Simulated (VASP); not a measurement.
Crystal: GaAs.

```xyz
2
Lattice="0.0000 2.8336 2.8124 2.8336 0.0000 2.8124 2.8336 2.8336 0.0000" Properties=species:S:1:pos:R:3 pbc="T T T"
Ga    0.0000    0.0000    0.0000
As    1.4168    1.4168    1.4062
```

The cell was built by a generator and isn't the measured one.

Base run:

* Program: VASP 6.6.1
* Functional: PBE
* Potentials or basis: VASP PAW PBE potentials, release 64 (Ga_d, As)
* Cutoff: 400 eV
* k mesh: 12 × 12 × 12
* Occupations: gaussian, width 0.02 eV
* Spin: no spin polarisation

Its results: band gap on the k mesh 0.49 eV, direct; pressure 3.3 GPa.

Q: After a change of settings the same cell gave: band gap on the k mesh 0.97 eV, direct; pressure 0.6 GPa. Which change was it?
A. cutoff from 400 eV to 600 eV
B. functional from PBE to LDA; potentials or basis from VASP PAW PBE potentials, release 64 (Ga_d, As) to VASP PAW LDA potentials, release 64 (Ga_d, As); cutoff from 400 eV to 600 eV
C. functional from PBE to r2SCAN; cutoff from 400 eV to 600 eV; further incar settings from ALGO = Fast; EDIFF = 1e-08 to ALGO = Normal; EDIFF = 1e-08
D. cutoff from 400 eV to 600 eV; k mesh from 12 × 12 × 12 to 8 × 8 × 8

A: C.

Caveats: the PAW data sets were made with another functional, which shifts forces and pressure a little (some runs).

Not every run made on this cell is shown here.
